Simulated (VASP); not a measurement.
KPt:

```
Pt K
1.0
     3.00085    0.00000    0.00000
    -1.50042    2.59881    0.00000
     0.00000    0.00000    5.34558
Pt K
1 1
Direct
  0.66667 0.33333 0.00000
  0.00000 0.00000 0.50000
```

The cell comes from a database or a generator and needn't be the stable form of this composition.

* Program: VASP 6.6.1
* Task: single point
* Functional: PBE
* Potentials or basis: VASP PAW PBE potentials, release 64 (Pt, K_sv)
* Cutoff: 520 eV
* k mesh: 10 × 10 × 5
* Occupations: fermi-dirac, width 0.05 eV
* Spin: no spin polarisation

On this cell: pressure 0.5 GPa; largest force under 0.003 eV/Å; band gap on the k mesh none (metal or under the smearing width).

The same run follows on a disturbed copy (atoms moved at random, drawn with an rms of 0.05 Å):

```
CELL_PARAMETERS angstrom
3.00085 0.00000 0.00000
-1.50042 2.59881 0.00000
0.00000 0.00000 5.34558
ATOMIC_POSITIONS crystal
Pt 0.67869 0.34565 0.00563
K 0.97504 0.98655 0.50389
```

Task: What does the disturbed cell give?

Result: The energy (extrapolated to zero smearing) moves by +1.0 meV/atom; pressure 0.5 GPa; largest force 0.053 eV/Å; band gap on the k mesh none (metal or under the smearing width).

Forces on the atoms (eV/Å):
```
Pt  -0.025 -0.028 -0.037
K    0.025  0.028  0.037
```

Stress tensor (GPa, compression positive):
```
-0.11 -0.35  0.01
-0.35  0.51  0.01
 0.01  0.01  1.16
```
